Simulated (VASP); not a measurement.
An input for Quantum ESPRESSO's pw.x (written as the equivalent of a VASP run, and not itself run):

```
&CONTROL
  calculation = 'scf'
  pseudo_dir = './pseudo'
  outdir = './out'
  tprnfor = .true.
  tstress = .true.
/
&SYSTEM
  ibrav = 0
  nat = 2
  ntyp = 2
  ecutwfc = 84
  occupations = 'smearing'
  smearing = 'gaussian'
  degauss = 0.003675
  input_dft = 'pbesol'
/
&ELECTRONS
  conv_thr = 7.3e-09
  electron_maxstep = 100
/
ATOMIC_SPECIES
  K 39.098 K.upf
  F 18.998 F.upf
CELL_PARAMETERS angstrom
     0.0000000    2.6289568    2.6289568
     2.6289568    0.0000000    2.6289568
     2.6289568    2.6289568    0.0000000
ATOMIC_POSITIONS crystal
  K    0.0000000  0.0000000  0.0000000
  F    0.5000000  0.5000000  0.5000000
K_POINTS automatic
  9 9 9 0 0 0
```

Task: Write the VASP files for the same calculation (PBEsol).

Result: This is not unique; one that fits is 
### INCAR
```
# general
SYSTEM  =  KF
PREC    =  Accurate
ENCUT   =  520
LREAL   =  .FALSE.   # projection in real space or not
LASPH   =  .TRUE.

# electronic loop
EDIFF   =  1E-7   # SCF stop (eV)
NELM    =  100   # most electronic steps
ALGO    =  Normal   # blocked Davidson

# smearing
ISMEAR  =  0   # Gaussian
SIGMA   =  0.05

# functional
GGA     =  PS   # PBEsol

# ions
ISIF    =  2   # forces and stress, cell fixed

# output
LWAVE   =  .FALSE.
LCHARG  =  .FALSE.
```

File POSCAR:
```
KF
1
    0.0000000000     2.6289568207     2.6289568207
    2.6289568207     0.0000000000     2.6289568207
    2.6289568207     2.6289568207     0.0000000000
K F
1 1
Direct
  0.0000000000   0.0000000000   0.0000000000
  0.5000000000   0.5000000000   0.5000000000
```

KPOINTS:
```
kpoints
0
G
9 9 9
0 0 0
```

POTCAR, in this order: K_sv F (PBE.64 set). Program: vasp_std.

The two are equivalent in intent, not identical: the potentials are each code's own (VASP's PAW set, PseudoDojo norm-conserving files in pw.x), so ENCUT and ecutwfc are chosen apart and not converted; conv_thr bounds pw.x's estimated SCF error, while EDIFF bounds the energy change between steps.

The compound is KF in the rock salt structure. This cell is one point of a volume scan, at 0.97 of the reference volume.
